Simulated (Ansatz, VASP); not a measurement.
**Two plane-wave programs on Sn2TeS**

```
CELL_PARAMETERS angstrom
4.24415 0.00000 0.00000
-2.12208 3.67554 0.00000
0.00000 0.00000 7.55091
ATOMIC_POSITIONS crystal
Sn 0.00000 0.00000 0.27162
Sn 0.00000 0.00000 0.72838
Te 0.33333 0.66667 0.00000
S 0.66667 0.33333 0.50000
```

Change from the starting cell: species swapped into the BiPt2Pb type (P-6m2, No. 187).

Alike in both runs: functional PBE; k mesh 6 × 6 × 4; occupations gaussian, width 0.1 eV; no spin polarisation.

Ansatz relaxed the structure, and its values are those at the end. VASP's run is a single point on that final structure, the one shown.

|  | VASP | Ansatz |
| --- | --- | --- |
| version | VASP 6.6.1 | Ansatz 0.2.0 |
| potentials or method | VASP PAW PBE potentials, release 64 (Sn_d, Te, S) | scalar-relativistic, plane waves, PAW |
| plane-wave cutoff (eV) | 520 | 420 |
| valence electrons in the cell | 40 | 50 |

```tsv
	VASP	Ansatz	Ansatz less VASP
gap on the k mesh at the Fermi level (eV)	none	none	-
pressure (GPa)	-0.2	-0.2	+0.04
rms of the force components (eV/Å)	0.005	0.006	+0.0005
```

A gap of «none» marks a metal or a gap that the smearing closes. The functional is the same, so the differences come from potentials, cutoffs and numerics. The two sets of potentials don't hold the same shells in valence.

Spin-orbit coupling is left out, which matters for the levels of Te.
